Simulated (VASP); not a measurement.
Zr2ZnN2, 5 atoms in the cell. It takes space group P4/mmm (No. 123, tetragonal). The conventional cell has a = 3.689 Å, b = 3.689 Å, c = 5.332 Å, α = 90.00°, β = 90.00°, γ = 90.00°. Zr (site symmetry 4/mmm) is surrounded by 2 Zr at 2.67 Å and 8 N at 2.80 Å. Zr (site symmetry 4/mmm) has 4 Zn at 2.61 Å and 2 Zr at 2.67 Å as nearest neighbours. Zn (site symmetry 4/mmm) is surrounded by 2 N at 1.64 Å. N (site symmetry 4mm) is surrounded by 1 Zn at 1.64 Å. The cell was built by a generator and needn't be a form met in nature.

* Program: VASP 6.6.1
* Task: relaxation of cell and atoms
* Functional: PBE
* Potentials or basis: VASP PAW PBE potentials, release 64 (Zr_sv, Zn, N)
* Cutoff: 520 eV
* k mesh: 4 × 4 × 3
* Occupations: gaussian, width 0.15 eV
* Spin: no spin polarisation
* Further INCAR settings: PREC = Normal; ALGO = Fast; EDIFF = 0.0001; IBRION = 2; EDIFFG = -0.08; NSW = 24; ISIF = 3

Potentials or basis: VASP PAW PBE potentials, release 64 (Zr_sv, Zn, N).

Run with:

```bash
$ cat potpaw_PBE.64/Zr_sv/POTCAR potpaw_PBE.64/Zn/POTCAR potpaw_PBE.64/N/POTCAR > POTCAR
$ mpirun -np 1 vasp_std > vasp.out
```

Hardware: 1 thread of AMD EPYC 9R14 (Zen 4), on a shared host.

How long does it take, and how much memory?

Run time: 3.2 min on 1 thread of AMD EPYC 9R14 (Zen 4), with other jobs on the host, peak memory 0.14 GiB. Counts: scf iterations 271, k points 12, ion steps 19.
